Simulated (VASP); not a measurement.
Input of a VASP 6.6.1 run:

File INCAR:

```
  PREC = Accurate
  ENCUT = 520
  EDIFF = 1E-6
  ISMEAR = -1
  SIGMA = 0.1
  LREAL = F
  LASPH = T
  NELM = 100
  ALGO = Fast
  ISIF = 2
  LWAVE = F
  LCHARG = F
  GGA = PE
  NBANDS = 57
```

The input KPOINTS:

```
Automatic mesh
0
Gamma
  3 2 3
```

POSCAR

```
SnC2S2N2
1.0
    6.3299100000     -1.5001700000      0.8234960000
   -0.3970170000      6.8832570000     -0.6131930000
    1.4597360000      0.2807310000      6.5821840000
Sn S N C
2 4 4 4
Direct
    0.3460697260      0.1207020015      0.9938465086
    0.8148846224      0.9071171577      0.4212464532
    0.8585951270      0.2916655198      0.9616213406
    0.0060762624      0.5221110852      0.5026222428
    0.6396123150      0.5408362402      0.7566366747
    0.7907104876      1.0408706541      0.8673069114
    0.3144554607      0.5879108651      0.1614359327
    0.5144206179      0.3352681686      0.2298086430
    0.2829697882      0.9420766710      0.4288516291
    0.1935712945      0.6815793678      0.7964595810
    0.2664156011      0.1783478245      0.6061488794
    0.6656233008      0.3721604245      0.2933458015
    0.5096161911      0.5378323590      0.0952213039
    1.0903833166      0.8084636070     -0.0035886379
```

Potentials or basis: VASP PAW PBE potentials, release 64 (Sn_d, S, N, C).

Run with:

```sh
$ cat potpaw_PBE.64/Sn_d/POTCAR potpaw_PBE.64/S/POTCAR potpaw_PBE.64/N/POTCAR potpaw_PBE.64/C/POTCAR > POTCAR
$ mpirun -np 1 vasp_std > vasp.out
```

(1) What does it give for the pressure?

(2) What does it give for the band gap on the k mesh?

(3) Predict the largest force.

Answers

(1) -6.8 GPa.

(2) 0.05 eV, indirect (least direct gap 0.18 eV).

(3) 9.511 eV/Å.

Caveat: the k mesh is coarse (spacing up to 0.48 Å⁻¹), so the values aren't converged; the standard files for N, O and F lose accuracy on very short bonds; spin-orbit coupling is left out, which moves the levels of the heavy elements.
